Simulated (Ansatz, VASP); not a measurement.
## One calculation of Zn3Cl, two programs

```xyz
4
Lattice="4.3005 0.0000 0.0000 0.0000 4.3005 0.0000 0.0000 0.0000 4.3005" Properties=species:S:1:pos:R:3 pbc="T T T"
Zn    0.0000    2.1502    2.1502
Zn    2.1502    0.0000    2.1502
Zn    2.1502    2.1502    0.0000
Cl    0.0000    0.0000    0.0000
```

Change from the starting cell: species swapped into the TiPd3 type (Pm-3m, No. 221).

Alike in both runs: task relaxation of cell and atoms; functional PBE; k mesh 12 × 12 × 12; occupations gaussian, width 0.1 eV; no spin polarisation.

|  | VASP | Ansatz |
| --- | --- | --- |
| version | VASP 6.6.1 | Ansatz 0.2.0 |
| potentials or method | VASP PAW PBE potentials, release 64 (Zn, Cl) | scalar-relativistic, plane waves, PAW |
| plane-wave cutoff (eV) | 600 | 420 |
| valence electrons in the cell | 43 | 43 |

Ansatz gave:

| Quantity | Value |
| --- | --- |
| gap on the k mesh at the Fermi level, each at its own relaxed structure (eV) | none |
| relaxed volume (Å³/atom) | 19.95 |
| relaxed cell length with the largest relative difference (Å) | 4.305 |

Problem. Which values does VASP return?

Solution. gap on the k mesh at the Fermi level, each at its own relaxed structure (eV): none; relaxed volume (Å³/atom): 19.99; relaxed cell length with the largest relative difference (Å): 4.308.

A gap of «none» marks a metal or a gap that the smearing closes.

Caveats: an odd number of electrons without spin polarisation forces a metal; a magnetic or distorted state may lie lower.
